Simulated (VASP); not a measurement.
Input:

```yaml
crystal:
  lattice:
    - [4.19504, 0.00000, 0.00000]
    - [0.00000, 4.95568, 0.00000]
    - [0.00000, 0.00000, 17.08661]
  atoms:
    - { symbol: As, position: [0.75000, 0.87230, 0.59032] }
    - { symbol: As, position: [0.25000, 0.37230, 0.40968] }
    - { symbol: Bi, position: [0.25000, 0.50230, 0.57027] }
    - { symbol: Bi, position: [0.75000, 0.00230, 0.42973] }
```

Method: PBE GGA, VASP's PBE PAW potentials (set 64) (plane waves; VASP). Numerical set-up: 300 eV cut-off, 3×3×1 Γ-centred mesh, Fermi-Dirac smearing of 0.10 eV, potentials As Bi_d.

The cell holds a wide vacuum, so values per volume refer to the whole cell. Unless said otherwise, spin-orbit coupling is left out, though it shifts the bands of the heavy elements here.

Question: Give the energies of bands 15 to 23 at the high-symmetry points, in eV from the valence-band maximum.

Answer: 
```csv
band,Γ,X,Z,U
15,-3.64,-2.56,-2.38,-4.10
16,-2.92,-2.56,-2.38,-4.10
17,-2.46,-2.00,-1.47,-3.13
18,-1.31,-2.00,-1.47,-3.13
19,-1.17,-1.42,-0.62,-1.40
20,-0.49,-1.42,-0.62,-1.40
21,1.00,0.96,1.01,2.09
22,1.91,0.96,1.01,2.09
23,2.30,1.56,2.26,4.14
```

The gap is direct, 0.52 eV, from the valence maximum at Γ-Z at 0.79 to the conduction minimum at Γ-Z at 0.79.

The cell is a sheet with vacuum, built from a generated structure.
